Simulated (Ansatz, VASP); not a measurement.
## Sn: VASP beside Ansatz

Wanted: the spread between two codes on one cell, functional and k mesh. Of the first pair: The structure shown is the start of the Ansatz relaxation below; VASP solves that cell, so the two are compared at the walk's first step.

Method: plane waves, with VASP 6.6.1 beside it; LDA, in Ansatz 0.2.0.

## (1) Set-up

Symmetry: Imma, No. 74, orthorhombic system. Conventional cell: a = 4.532 Å, b = 4.577 Å, c = 6.473 Å, α = 90.00°, β = 90.00°, γ = 90.00°. Sn has 4 Sn at 2.78 to 2.80 Å nearest.

## (2) Ansatz: relaxation, LDA

Ansatz runs on its PAW soft_1 files.

The two programs are compared at the cell with which this relaxation starts, whose forces are those of its first step.

Contents of input.yaml:

```yaml
crystal:
  lattice:
    - [-0.0161836489, 3.2205461336, 3.2367297825]
    - [3.2205461336, -0.0161836489, 3.2367297825]
    - [3.2043624847, 3.2043624847, 0.0]
  atoms:
    - { symbol: Sn, position: [0.5, 0.5, 0.5] }
    - { symbol: Sn, position: [0.75, 0.75, 0.75] }
  conventional_axes: [[0, 0, 1], [1, -1, 0], [1, 1, -1]]
kpoints:
  mp_grid: { grid: [12, 12, 12] }
hamiltonian:
  xc: lda
  pseudopotentials: { kind: paw, azcp: { folder: soft_1 }, xc_functional: pbe }
scf:
  occupations: { method: methfessel_paxton, width: 0.2 }
output:
  forces: true
  stress: true
  eigenvalues: true
relax:
  adjacent_minimum: "off"
  f_tol: 0.001
  max_steps: 60
  cell: { stress_tol: 0.01, fix: [a, angles] }
```

Run with:

```
$ ansatz run input.yaml --threads 4 --pin off --max-ram 10240MiB --backend cpu --events-out ev --progress --plain --runs-dir out
```

Numbers of over 12 decimals in the logs are rounded to 6 here.

Output:

```text
Engine: ansatz 0.2.0, aarch64-unknown-linux-gnu
Pseudopotentials: kind: paw
Pseudopotential: Sn, paw, valence charge 14, recommended cutoff 420 eV (normal), soft_1/Sn.paw.azcp
Functional definition: SPW92
  exchange = slater_x
  correlation = pw_c
Crystal: 2 atoms, lattice volume = 67.140 Å³
Basis set: ecut = 420 eV, 1327 PW (Γ)
Bands: 18, of which v1, the nominal top of the filled ones, is band 14 counted from 1 (13 counted from 0)
Symmetry: 8 space group operations
Space group: Imma (ITA 74), of the structure as read, at distance tolerance 4.1e-5 Å
k-points: 280 of 1728
Non-local potential: Sn, projectors of the file, l = 0: 2, l = 1: 2, l = 2: 2, l = 3: 1
PAW form: soft (Blöchl's): semilocal exchange-correlation on the pseudo side does not see the compensation charge
PAW frozen core: Sn, regenerated for the run's functional, and the local potential with it (the file was generated under x = pbe(κ = 0.804, μ = 0.219515), c = pbe(β = 0.066725))
PAW one-centre angular grid: Sn, 590 points (default); XC on 64 Gauss nodes
Initial density: superposition of atomic densities (chi_scale 0.1, normalization cell)
Initial wavefunctions: pseudopotential atomic-orbital guess
Functional: x = slater, c = lda
SCF iter   1: F=—  HF=-11759.279529 eV  |F-HF|=—  |Δ(HF+E_count)|=         —  Δρ=2.30e-2  dr2=3.95e-1  ethr=3.10e-3  ⟨swp⟩=5.6  Hψ=26106  notcnv=0
preconditioner: auto → Kerker (q_TF=auto, 2.358 Å⁻¹)  [metal: Δε(μ)=0.045 eV  Ē_g=20.004 eV  σ=0.200 eV  W_gap=0.19  n_scr=14 (ndim 8)  ℏωp=24.0 eV  f_vac=0.003  D(μ)=0.15/eV (n_scr^D=0)]
SCF iter   2: F=—  HF=-11759.201084 eV  |F-HF|=—  |Δ(HF+E_count)|=   7.84e-2  S|Δr|=    0.00e0  Δρ=1.46e-2  dr2=1.86e-1  ethr=1.41e-3  ⟨swp⟩=1.0  Hψ=7282  notcnv=0
SCF iter   3: F=—  HF=-11759.149387 eV  |F-HF|=—  |Δ(HF+E_count)|=   5.17e-2  S|Δr|=    0.00e0  Δρ=3.18e-3  dr2=1.80e-2  ethr=6.64e-4  ⟨swp⟩=1.3  Hψ=5348  notcnv=0
SCF iter   4: F=—  HF=-11759.146843 eV  |F-HF|=—  |Δ(HF+E_count)|=   2.54e-3  S|Δr|=    0.00e0  Δρ=1.60e-3  dr2=3.04e-3  ethr=6.43e-5  ⟨swp⟩=2.0  Hψ=6095  notcnv=0
SCF iter   5: F=—  HF=-11759.147012 eV  |F-HF|=—  |Δ(HF+E_count)|=   1.69e-4  S|Δr|=    0.00e0  Δρ=2.75e-4  dr2=6.18e-5  ethr=1.09e-5  ⟨swp⟩=2.0  Hψ=6162  notcnv=0
SCF iter   6: F=—  HF=-11759.147030 eV  |F-HF|=—  |Δ(HF+E_count)|=   1.82e-5  S|Δr|=    0.00e0  Δρ=5.14e-5  dr2=1.41e-6  ethr=2.21e-7  ⟨swp⟩=2.0  Hψ=6164  notcnv=0
SCF iter   7: F=-11759.147032 eV  HF=-11759.147032 eV  |F-HF|=5.63e-8  |Δ(HF+E_count)|=   1.79e-6  S|Δr|=    0.00e0  Δρ=8.55e-6  dr2=3.73e-8  ethr=3.57e-10  ⟨swp⟩=5.8  Hψ=28996  notcnv=0
SCF 1 converged in 7 iterations: F = -11759.147032 eV  dr2 = 3.73e-8
  greatest PAW one-centre occupation: 0.992 electrons in one spin orbital (limit 2), on the Sn atom at site 1 (counted from 0), in its partial waves of l = 2
relax step   1: F+E_penalty+E_count = -11759.14703185 eV  Δ(F+E_penalty+E_count) = +0.000e0 eV  max|allowed force component| = 9.169e-2 eV/Å  Δτ_max = 0.0000 Å  P = +0.463 GPa  Ω = 67.140 Å³  fix = [a, alpha, beta, gamma]  reactions: a +1.049 GPa  (7 SCF iters, dr2 threshold 1.00e-7 eV, accepted)
[...]
relax step   2: F+E_penalty+E_count = -11759.14657383 eV  Δ(F+E_penalty+E_count) = +4.580e-4 eV  max|allowed force component| = 1.401e-1 eV/Å  Δτ_max = 0.0167 Å  P = +0.089 GPa  Ω = 67.672 Å³  energy of the carried Pulay correction = -2.466e-5 eV  fix = [a, alpha, beta, gamma]  (5 SCF iters, dr2 threshold 2.00e-7 eV, rejected (line search))
[...]
relax step   3: F+E_penalty+E_count = -11759.14789261 eV  Δ(F+E_penalty+E_count) = -8.608e-4 eV  max|allowed force component| = 7.338e-3 eV/Å  Δτ_max = 0.0060 Å  P = +0.290 GPa  Ω = 67.379 Å³  energy of the carried Pulay correction = -1.108e-5 eV  fix = [a, alpha, beta, gamma]  reactions: a +0.686 GPa  (9 SCF iters, accepted)
[...]
relax step   4: F+E_penalty+E_count = -11759.14794687 eV  Δ(F+E_penalty+E_count) = -5.426e-5 eV  max|allowed force component| = 1.613e-3 eV/Å  Δτ_max = 0.0006 Å  P = +0.207 GPa  Ω = 67.500 Å³  energy of the carried Pulay correction = -1.671e-5 eV  fix = [a, alpha, beta, gamma]  reactions: a +0.598 GPa  (4 SCF iters, dr2 threshold 4.69e-8 eV, accepted)
[...]
relax step   5: F+E_penalty+E_count = -11759.14794763 eV  Δ(F+E_penalty+E_count) = -7.616e-7 eV  max|allowed force component| = 9.740e-5 eV/Å  Δτ_max = 0.0002 Å  P = +0.198 GPa  Ω = 67.513 Å³  energy of the carried Pulay correction = -1.730e-5 eV  fix = [a, alpha, beta, gamma]  reactions: a +0.595 GPa  (4 SCF iters, dr2 threshold 7.32e-10 eV, accepted)
[...]
relax step   6: F+E_penalty+E_count = -11759.14796506 eV  Δ(F+E_penalty+E_count) = -1.743e-5 eV  max|allowed force component| = 9.749e-5 eV/Å  Δτ_max = 0.0000 Å  P = +0.198 GPa  Ω = 67.513 Å³  fix = [a, alpha, beta, gamma]  reactions: a +0.595 GPa  stress off target by 6.95e-4 GPa on what of the cell is left free  SCF on the basis re-selected at this cell (its energy is not comparable with the rows above)  (6 SCF iters)
basis re-selected at this cell: Δ(F+E_penalty+E_count) = -1.743e-5 eV, ΔP = +0.000 GPa vs the last step (what re-selecting the basis moved, of the pressure what is left beyond the Pulay correction that the steps carried, after the strain that the cell walked since its last selection, with what the two solves' SCF thresholds leave and, on support functions, any second-order correction that the steps lacked; it is no m [...]
SCF converged after 6 iterations
Stability not checked: this state was not tested for a lower state beside it, because cold or Methfessel-Paxton smearing, or corrected tetrahedra, fill the levels in a way that the test cannot read (fill_not_monotonic; see scf.lower_state_search)
Free energy (F): -11759.147965 eV
Harris-Foulkes:  -11759.147965 eV  (|F-HF|=1.82e-12)
Internal energy: -11759.147532 eV  (E = F + TS)
E sigma→0 (E₀):  -11759.147857 eV
Entropy (-TS):   -0.000433 eV (-0.217 meV/atom)
Fermi energy:    7.685169 eV
Step filling:    the computed levels leave a gap of 0.0439 eV = 0.2 smearing widths at the electron count; against every level under it full and every level over it empty, smearing changes F+E_penalty+E_count by -0.248 meV and its σ→0 estimate by -0.140 meV
--- Per-component energies (eV) ---
  E_band       = -250.998455
  E_kinetic    = 339.415364
  E_local      = -2614.691746  (includes V_loc(G=0)·N_el)
  E_nonlocal   = 299.038450
  E_hartree    = 1269.918205
  E_xc         = -250.137222
  E_vxc        = -162.475543  (∫ρ·V_xc dr)
  E_paw        = -8451.380763  (= ΣΔE_a)
  E_vpaw       = -652.121975  (= ΣTr[D̂ρ^β])
  E_aug_tail   = 0.000545  (compensation charges beyond the density's cutoff)
  E_ewald      = -2352.160146
  E_core_change = 0.849782  (= ΣΔE_core)
  E_smearing   = -0.000433  (= −TS)
  E_closure    = 0.000000  (closes the sum)
  Σ components = -11759.147965   (vs F -11759.147965, Δ=0.00e0)
--- Forces (eV/Å), atoms counted from 1 ---
  atom   1  Sn    -0.00000000    -0.00000000    -0.00009749
  atom   2  Sn     0.00000000     0.00000000     0.00009749
  max |Σ_I F_I| component: 2.17e-18 eV/Å
--- Stress (GPa, compression-positive) ---
        0.297205       0.297632       0.000000
        0.297632       0.297205      -0.000000
        0.000000      -0.000000       0.000695
  P = ⅓ Tr σ = 0.1984 GPa (1.984 kbar)
--- Band table (eV; the first three rows and the last of 280) ---
  k-point 0: bands = [... 10 lower, -3.0441, 6.9267, 7.7481, 7.7611, 7.8614, 9.8122, 9.8758, 9.8841]
  k-point 1: bands = [... 10 lower, -2.9755, 6.0966, 7.6182, 7.6384, 8.1688, 9.9985, 10.0529, 10.1788]
  k-point 2: bands = [... 10 lower, -2.7722, 4.8456, 7.3152, 7.3244, 8.1553, 10.3945, 10.4352, 11.0443]
  k-point 279: bands = [... 10 lower, 0.0431, 0.0724, 5.1833, 5.2949, 8.4119, 8.5682, 15.3863, 15.4470]
--- Relaxed structure (5 steps of the walk, 4 accepted, 1 SCFs on fresh bases) ---
  F+E_penalty+E_count = -11759.14796506 eV   max|allowed force component| = 9.749e-5 eV/Å   (the final SCF, on the basis selected at the relaxed cell)
  cell:  # Å, volume = 67.5130 Å³
    - [-0.017686, 3.222048, 3.251670]
    - [3.222048, -0.017686, 3.251670]
    - [3.2043624847, 3.2043624847, 1.0146946767142903e-18]
  atoms:
    - { symbol: Sn, position: [0.499001, 0.499001, 0.500999] }
    - { symbol: Sn, position: [0.750999, 0.750999, 0.749001] }
```

In the SCF lines HF is the Harris–Foulkes energy and dr2 the Hartree energy of the density residual, in eV; the loop may stop once dr2 is under the threshold and the program's other checks hold. Hψ counts applications of the Hamiltonian.

## (3) VASP: single point, LDA, start cell, pair 1

The same cell, functional (in two slightly different forms), mesh and smearing now go to VASP, with its own data sets.

Lines of VASP's logs that name or quote its potential files are left out, and so is its time.

Contents of INCAR:

```
SYSTEM = Sn
PREC = Accurate
ENCUT = 400
EDIFF = 1E-06
NELM = 120
ISMEAR = 1
SIGMA = 0.2
LREAL = .FALSE.
ALGO = Normal
GGA = PW92
NBANDS = 20
LORBIT = 11
LWAVE = .FALSE.
LCHARG = .FALSE.
ISIF = 2
LASPH = .TRUE.
GGA_COMPAT = .FALSE.
KPAR = 2
```

Contents of POSCAR:

```
Sn
1.0
   -0.0161840000      3.2205460000      3.2367300000
    3.2205460000     -0.0161840000      3.2367300000
    3.2043620000      3.2043620000      0.0000000000
Sn
2
Direct
    0.5000000000      0.5000000000      0.5000000000
    0.7500000000      0.7500000000      0.7500000000
```

Contents of KPOINTS:

```
Automatic mesh
0
Gamma
12 12 12
0 0 0
```

PAW data sets: Sn_d (LDA family, release 64).

Run with:

```
$ mpirun -np 2 vasp_std
```

Output:

```text
[banner, memory and clock lines left out]
running    2 mpi-ranks, on    1 nodes
 distrk:  each k-point on    1 cores,    2 groups
 distr:  one band on    1 cores,    1 groups

 POSCAR found type information on POSCAR Sn
 POSCAR found :  1 types and       2 ions
|                                                                             |
|               ----> ADVICE to this user running VASP <----                  |
|                                                                             |
|     You enforced a specific xc type in the INCAR file but a different       |
|     [... a line on the potential file left out ...]
|     I HOPE YOU KNOW WHAT YOU ARE DOING!                                     |
|                                                                             |

 LDA part: xc-table for (Slater(with rela. corr.)+PW92), standard interpolation
 POSCAR, INCAR and KPOINTS ok, starting setup
 FFT: planning ... GRIDC
 FFT: planning ... GRID_SOFT
 FFT: planning ... GRID
 WAVECAR not read
 entering main loop
       N       E                     dE             d eps       ncg     rms          rms(c)
DAV:   1     0.209433769367E+03    0.20943E+03   -0.13286E+04 11304   0.178E+03
DAV:   2     0.132727915686E+02   -0.19616E+03   -0.19275E+03 11252   0.406E+02
DAV:   3    -0.836736435846E+01   -0.21640E+02   -0.21511E+02 12920   0.137E+02
DAV:   4    -0.904107543202E+01   -0.67371E+00   -0.67342E+00 12636   0.277E+01
DAV:   5    -0.906328357855E+01   -0.22208E-01   -0.22208E-01 14964   0.485E+00    0.338E+00
DAV:   6    -0.897432103545E+01    0.88963E-01   -0.42246E-02 13828   0.218E+00    0.190E+00
DAV:   7    -0.893050977367E+01    0.43811E-01   -0.64831E-02 11700   0.228E+00    0.147E-01
DAV:   8    -0.893110762887E+01   -0.59786E-03   -0.55127E-03 12872   0.848E-01    0.509E-02
DAV:   9    -0.893118437836E+01   -0.76749E-04   -0.18624E-04 14432   0.104E-01    0.170E-02
DAV:  10    -0.893118549758E+01   -0.11192E-05   -0.15322E-05 13800   0.409E-02    0.362E-03
DAV:  11    -0.893118572838E+01   -0.23080E-06   -0.14008E-06  9960   0.790E-03
   1 F= -.89311857E+01 E0= -.89310101E+01  d E =-.526997E-03
```

OUTCAR, selected parts (step 3):

```text
ion  position               nearest neighbor table
   1  0.500  0.500  0.500-   2 2.78   2 2.78   2 2.80   2 2.80
   2  0.750  0.750  0.750-   1 2.78   1 2.78   1 2.80   1 2.80

  LATTYP: Found a body centered orthorhombic cell.
 ALAT       =     4.5316521992
 B/A-ratio  =     1.0101012308
 C/A-ratio  =     1.4284988599

 Subroutine GETGRP returns: Found  8 space group operations
 (whereof  4 operations were pure point group operations)

The static configuration has the point symmetry C_2v.
 The point group associated with its full space group is D_2h.

 Found    280 irreducible k-points:

   k-points           NKPTS =    280   k-points in BZ     NKDIM =    280   number of bands    NBANDS=     20

   dimension x,y,z NGX =    30 NGY =   30 NGZ =   30
   dimension x,y,z NGXF=    60 NGYF=   60 NGZF=   60

   ENCUT  =  400.0 eV  29.40 Ry    5.42 a.u.   7.45  7.45  7.39*2*pi/ulx,y,z

   NELECT =      28.0000    total number of electrons

 k-points in reciprocal lattice and weights: Automatic mesh
   0.00000000  0.00000000  0.00000000       0.001
   0.08333333 -0.00000000  0.00000000       0.002
   0.16666667  0.00000000  0.00000000       0.002
   0.25000000  0.00000000  0.00000000       0.002
   0.33333333 -0.00000000  0.00000000       0.002
   0.41666667  0.00000000  0.00000000       0.002
   0.50000000  0.00000000  0.00000000       0.001
   0.08333333  0.08333333  0.00000000       0.001
   0.16666667  0.08333333  0.00000000       0.002
[...]
0.25000000  0.25000000  0.50000000       0.001
  -0.25000000  0.25000000  0.50000000       0.001

 average (electrostatic) potential at core
       1-101.2386       2-101.2386

 E-fermi :   5.5537

 k-point     1 :       0.0000    0.0000    0.0000
  band No.  band energies     occupation
    ...
      8     -15.6997      2.00000
      9     -15.6976      2.00000
     10     -15.6957      2.00000
     11      -5.2068      2.00000
     12       4.8806      2.00002
     13       5.6232      0.44871
     14       5.6508      0.27579
     15       5.6654      0.19886
     16       7.6418     -0.00000
     17       7.7269     -0.00000
    ...

 k-point     2 :       0.0833   -0.0000    0.0000
  band No.  band energies     occupation
    ...
     10     -15.6811      2.00000
     11      -5.1390      2.00000
     12       3.9734      2.00000
     13       5.4889      1.51709
     14       5.5235      1.25218
     15       6.0762     -0.00138
     16       7.8768     -0.00000
     17       7.9480     -0.00000
     18       7.9766     -0.00000
     19      10.8035      0.00000
    ...

 k-point     3 :       0.1667    0.0000    0.0000
  band No.  band energies     occupation
    ...
     10     -15.6663      2.00000
     11      -4.9384      2.00000
     12       2.6933      2.00000
     13       5.1848      2.02559
     14       5.2199      2.03988
     15       6.0952     -0.00087
     16       8.2625     -0.00000
     17       8.3326     -0.00000
     18       8.8835     -0.00000
     19      11.5713      0.00000
    ...

  Total        0.2150295      0.2150295      0.1468782      0.2245547      0.0000000      0.0000000
  in kB        5.1312617      5.1312617      3.5049622      5.3585617      0.0000000      0.0000000
  external PRESSURE =       4.5891619 kB  Pullay stress =       0.0000000 kB

  energy-cutoff  :      400.00
  volume of cell :       67.14
      direct lattice vectors                 reciprocal lattice vectors
    -0.016184000  3.220546000  3.236730000    -0.154476895  0.154476895  0.154476895
     3.220546000 -0.016184000  3.236730000     0.154476895 -0.154476895  0.154476895
     3.204362000  3.204362000  0.000000000     0.156037302  0.156037302 -0.154476895

 POSITION                                       TOTAL-FORCE (eV/Angst)
 -----------------------------------------------------------------------------------
      3.20436      3.20436      3.23673         0.000000      0.000000     -0.092345
      4.80654      4.80654      4.85510        -0.000000     -0.000000      0.092345
 -----------------------------------------------------------------------------------
    total drift:                                0.000000     -0.000000      0.000000

  FREE ENERGIE OF THE ION-ELECTRON SYSTEM (eV)
  ---------------------------------------------------
  free  energy   TOTEN  =        -8.9311857284 eV

  energy  without entropy=       -8.9306587315  energy(sigma->0) =       -8.93101006

 total charge
# of ion       s       p       d       tot
------------------------------------------
    1        1.176   1.236   9.969  12.381
    2        1.176   1.236   9.969  12.381
--------------------------------------------------
tot          2.352   2.471  19.939  24.762

[... 3 further parts left out ...]
```

The run ends at a pressure of 0.46 GPa, with forces up to 0.092 eV/Å.

## (4) Comparison

Known differences besides the potentials themselves: the cutoff is 420 eV in Ansatz and 400 eV in VASP; VASP's log shows a relativistic correction to its local exchange, Ansatz's none. Total energies have different zeros and are not compared.

Forces (eV/Å; atoms numbered as in POSCAR):

| atom | Ansatz x, y, z | VASP x, y, z |
| --- | --- | --- |
| Sn1 | 0.000, 0.000, -0.092 | 0.000, 0.000, -0.092 |
| Sn2 | 0.000, 0.000, 0.092 | 0.000, 0.000, 0.092 |

The forces differ by 0.4 meV/Å r.m.s., which is 0.7 % of the r.m.s. force of 0.053 eV/Å (both taken over all components).

## (5) Ansatz: relaxation, LDA

This run makes the geometry at which the two programs are then compared. The cell compared in this pair holds 67.51 Å³, against 67.14 Å³ for the pair before.

The structure compared here is the end of the Ansatz relaxation.

This is the run of step 2 again, met here at its other cell.

## (6) VASP: single point, LDA, cell relaxed in part, pair 2

The same cell, functional (in two slightly different forms), mesh and smearing now go to VASP, with its own data sets.

Edit INCAR of step 3 so:

```diff
@@ -2,3 +2,3 @@
 PREC = Accurate
-ENCUT = 400
+ENCUT = 500
 EDIFF = 1E-06
```

Contents of POSCAR:

```
Sn
1.0
   -0.0176859755      3.2220484602      3.2516703263
    3.2220484602     -0.0176859755      3.2516703263
    3.2043624847      3.2043624847      0.0000000000
Sn
2
Direct
    0.4990009127      0.4990009127      0.5009990873
    0.7509990873      0.7509990873      0.7490009127
```

KPOINTS is that of step 3.

Run with:

```
$ mpirun -np 2 vasp_std
```

Output:

```text
[banner, memory and clock lines left out]
running    2 mpi-ranks, on    1 nodes
[...]
[... a notice as in an earlier step ...]

 LDA part: xc-table for (Slater(with rela. corr.)+PW92), standard interpolation
 POSCAR, INCAR and KPOINTS ok, starting setup
[...]
entering main loop
       N       E                     dE             d eps       ncg     rms          rms(c)
DAV:   1     0.221844632247E+03    0.22184E+03   -0.14797E+04 11256   0.201E+03
DAV:   2     0.144507202379E+02   -0.20739E+03   -0.20357E+03 11220   0.439E+02
DAV:   3    -0.830031297960E+01   -0.22751E+02   -0.22618E+02 12776   0.143E+02
DAV:   4    -0.903679692464E+01   -0.73648E+00   -0.73610E+00 12728   0.291E+01
[...]
DAV:   9    -0.893233281720E+01   -0.84148E-04   -0.17977E-04 14612   0.100E-01    0.154E-02
DAV:  10    -0.893233256946E+01    0.24775E-06   -0.15247E-05 14960   0.434E-02    0.380E-03
DAV:  11    -0.893233289826E+01   -0.32880E-06   -0.12060E-06  9784   0.730E-03
   1 F= -.89323329E+01 E0= -.89321881E+01  d E =-.434434E-03
```

[end of part 1 of 2]

[Lines on the potential files, build, host, timing and source positions are cut from VASP's logs without a mark.]

[Logs are printed without paths, hosts, clocks, repeated set-up lines and the standing remarks that a program may print on its own settings, such as how far it seeks lower states.]

[Hosts, paths, dates, database ids (printed as entryN), source tags and the programs' standing remarks are cut or masked in the printed files.]
